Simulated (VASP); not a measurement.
VASP ran on this input.

INCAR:
```
ALGO  =  Normal
EDIFF  =  1E-6
ENCUT  =  300
ISIF  =  2
ISMEAR  =  -1
LASPH  =  T
LCHARG  =  F
LMAXMIX  =  4
LREAL  =  F
LWAVE  =  F
NELM  =  100
PREC  =  Accurate
SIGMA  =  0.05
SYSTEM  =  Ca(CdAs)2
```

### KPOINTS
```
Regular mesh
0
G
 7 7 4
0 0 0
```

File POSCAR:
```
Ca(CdAs)2
1
    4.4138800000     0.0000000000     0.0000000000
   -2.2069400000     3.8225320000     0.0000000000
    0.0000000000     0.0000000000     7.2060600000
Ca Cd As
1 2 2
Direct
  0.0000000000   0.0000000000   0.0000000000
  0.3333330000   0.6666670000   0.6332500000
  0.6666670000   0.3333330000   0.3667500000
  0.3333330000   0.6666670000   0.2376600000
  0.6666670000   0.3333330000   0.7623400000
```

POTCAR, in this order: Ca_sv Cd As (LDA.64 set). Program: vasp_std.

Question: Translate this LDA calculation to Quantum ESPRESSO's pw.x.

Answer: One equivalent input (not run):
```
&CONTROL
  calculation = 'scf'
  pseudo_dir = './pseudo'
  outdir = './out'
  tprnfor = .true.
  tstress = .true.
/
&SYSTEM
  ibrav = 0
  nat = 5
  ntyp = 3
  ecutwfc = 102
  occupations = 'smearing'
  smearing = 'fermi-dirac'
  degauss = 0.003675
  input_dft = 'pz'
/
&ELECTRONS
  conv_thr = 7.3e-08
  electron_maxstep = 100
/
ATOMIC_SPECIES
  Ca 40.078 Ca.upf
  Cd 112.414 Cd.upf
  As 74.922 As.upf
CELL_PARAMETERS angstrom
     4.4138800    0.0000000    0.0000000
    -2.2069400    3.8225320    0.0000000
     0.0000000    0.0000000    7.2060600
ATOMIC_POSITIONS crystal
  Ca   0.0000000  0.0000000  0.0000000
  Cd   0.3333330  0.6666670  0.6332500
  Cd   0.6666670  0.3333330  0.3667500
  As   0.3333330  0.6666670  0.2376600
  As   0.6666670  0.3333330  0.7623400
K_POINTS automatic
  7 7 4 0 0 0
```
The two are equivalent in intent, not identical: the potentials are each code's own (VASP's PAW set, PseudoDojo norm-conserving files in pw.x), so ENCUT and ecutwfc are chosen apart and not converted; conv_thr bounds pw.x's estimated SCF error, while EDIFF bounds the energy change between steps.

The structure comes from a computed database's CaCd2As2 entry (P-3m1); how it stands against other phases isn't given here. The cell was not relaxed at this level.
